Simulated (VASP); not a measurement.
# SiH₂Cl₂: relaxation under a pulling force, by pulling force on each of the two atoms

SiH₂Cl₂, molecule in box, 5 atoms in the cell. PBE; PAW potentials Cl, Si, H (PBE set).

| Pulling force on each of the two atoms (eV/A) | Distance of the two atoms at the start (A) | Distance after relaxation (A) | Time (s) |
|---|---|---|---|
| 0 | 3.345 | 3.365 | 143 |
| 0.3 | 3.345 | 3.475 | 353 |
| 0.6 | 3.345 | 3.590 | 468 |
| 1 | 3.345 | 3.752 | 556 |
| 1.5 | 3.345 | 3.954 | 558 |
| 2 | 3.345 | 4.199 | 720 |

## Input of the first row

INCAR:
```
SYSTEM = SiH2Cl2
PREC = Accurate
ENCUT = 520
EDIFF = 1E-6
ISMEAR = 0
SIGMA = 0.01
LREAL = .False.
LASPH = .True.
ALGO = Normal
NELM = 100
ISIF = 2
LWAVE = .False.
LCHARG = .False.
IBRION = 2
NSW = 60
EDIFFG = -0.02
ISYM = 0
```

KPOINTS:
```
k-points
0
Gamma
  1 1 1
```

POSCAR:
```
SiH2Cl2
1.0
   12.0000000000      0.0000000000      0.0000000000
    0.0000000000     12.0000000000      0.0000000000
    0.0000000000      0.0000000000     12.0000000000
Cl Si H
2 1 2
Direct
    0.3997250000      0.4758583300      0.6250541700
    0.4194666700      0.6083750000      0.3806125000
    0.4974666700      0.5026666700      0.4885375000
    0.5154000000      0.3951250000      0.4316791700
    0.6024416700      0.5550250000      0.5253958300
```

Commands:
```
cat potpaw_PBE.64/Cl/POTCAR potpaw_PBE.64/Si/POTCAR potpaw_PBE.64/H/POTCAR > POTCAR
mpirun -np 1 vasp_gam > vasp.out
```

Changes of the last row against the first:
```
+ EFOR = -0.14164 -0.95079 1.75384 0.14164 0.95079 -1.75384 0.00000 0.00000 0.00000 0.00000 0.00000 0.00000 0.00000 0.00000 0.00000
```

VASP 6.6.1 took 143 s on 1 core (Intel Xeon 6975P-C (Granite Rapids)), a shared host.
